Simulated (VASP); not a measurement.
Data:

```
CuI
1.0
    0.00000     3.04036     3.04036
    3.04036     0.00000     3.04036
    3.04036     3.04036     0.00000
Cu I
1 1
Direct
  0.00000   0.00000   0.00000
  0.25000   0.25000   0.25000
```

All values below come from Hartree-Fock, VASP's PBE PAW potentials (set 64) (plane waves; VASP). Run with 520 eV cut-off, 6×6×6 Γ-centred mesh, Gaussian smearing of 0.050 eV, potentials Cu I.

Q: Give the stress tensor in GPa (positive for a compressed cell).

A: 
```
7.98  0.00  0.00
0.00  7.98  0.00
0.00  0.00  7.98
```
The pressure is its mean diagonal, 7.98 GPa.

The compound is CuI in the zinc blende structure. It was relaxed first. The cell's shape comes from a PBE relaxation.
